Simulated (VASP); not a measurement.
Consider the following.

```
Ni
1.0
    2.47436     0.00000     0.00000
   -1.23718     2.14286     0.00000
    0.00000     0.00000     4.01735
Ni
2
Direct
  0.33333   0.66667   0.25000
  0.66667   0.33333   0.75000
```
Starting moments (μB, in the order of the record's atoms Ni Ni): 2.0 2.0.

Level of theory: LDA (Ceperley-Alder, Perdew-Zunger), VASP's LDA PAW potentials (set 64) (plane waves; VASP). Numerical set-up: 300 eV cut-off, 13×13×7 Γ-centred mesh, Fermi-Dirac smearing of 0.10 eV, potentials Ni.

At this cut-off the stress carries a Pulay error, which pulls relaxed volumes low.

Problem. Give the stress tensor in GPa (positive for a compressed cell).

Solution. 
```
-13.11    0.00    0.00
  0.00  -13.11    0.00
  0.00    0.00  -11.05
```
The pressure is its mean diagonal, -12.43 GPa.

The structure was generated: Ni was put into an ordered model structure, which need not be its known phase. The cell was not relaxed at this level.
